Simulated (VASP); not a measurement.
Computed with PBE GGA, VASP's PBE PAW potentials (set 64) (plane waves; VASP).

VASP input:

**POSCAR**
```
Pt3Ti
1
    3.9462721377     0.0000000000     0.0000000000
    0.0000000000     3.9462721377     0.0000000000
    0.0000000000     0.0000000000     3.9462721377
Ti Pt
1 3
Direct
  0.0000000000   0.0000000000   0.0000000000
  0.0000000000   0.5000000000   0.5000000000
  0.5000000000   0.0000000000   0.5000000000
  0.5000000000   0.5000000000   0.0000000000
```

### INCAR
```
ALGO=Normal
EDIFF=1E-7
ENCUT=520
GGA=PE
ISIF=2
ISMEAR=1
LASPH=T
LCHARG=F
LMAXMIX=6
LREAL=F
LWAVE=F
NELM=100
PREC=Accurate
SIGMA=0.1
SYSTEM=Pt3Ti
```

### KPOINTS
```
Automatic
0
gamma
  8 8 8
```

POTCAR, in this order: Ti_sv Pt (PBE.64 set). Program: vasp_std.

Unless said otherwise, spin-orbit coupling is left out, though it shifts the bands of the heavy elements here.

Task: Predict the energy per atom (σ→0), band gap (on the k-mesh).

Result: 
energy per atom (σ→0): -712.8 kJ/mol of atoms
band gap (on the k-mesh): none (metal, semimetal or under 0.01 eV)

### OSZICAR
```
...
DAV:  11    -0.295521897341E+02   -0.17356E-02   -0.41378E-03  2373   0.493E-01    0.451E-01
DAV:  12    -0.295503732020E+02    0.18165E-02   -0.14425E-02  2576   0.685E-01    0.100E-01
DAV:  13    -0.295503370091E+02    0.36193E-04   -0.22194E-04  2109   0.103E-01    0.572E-02
DAV:  14    -0.295503390532E+02   -0.20441E-05   -0.31244E-05  2277   0.422E-02    0.539E-02
DAV:  15    -0.295503161697E+02    0.22884E-04   -0.12514E-04  2598   0.702E-02    0.875E-03
DAV:  16    -0.295503166978E+02   -0.52817E-06   -0.19859E-06  2144   0.945E-03    0.630E-03
DAV:  17    -0.295503166273E+02    0.70523E-07   -0.75000E-07  1736   0.664E-03
   1 F= -.29550317E+02 E0= -.29550185E+02  d E =-.394421E-03
```

The compound is Pt3Ti in the L1_2 structure. It was relaxed first.
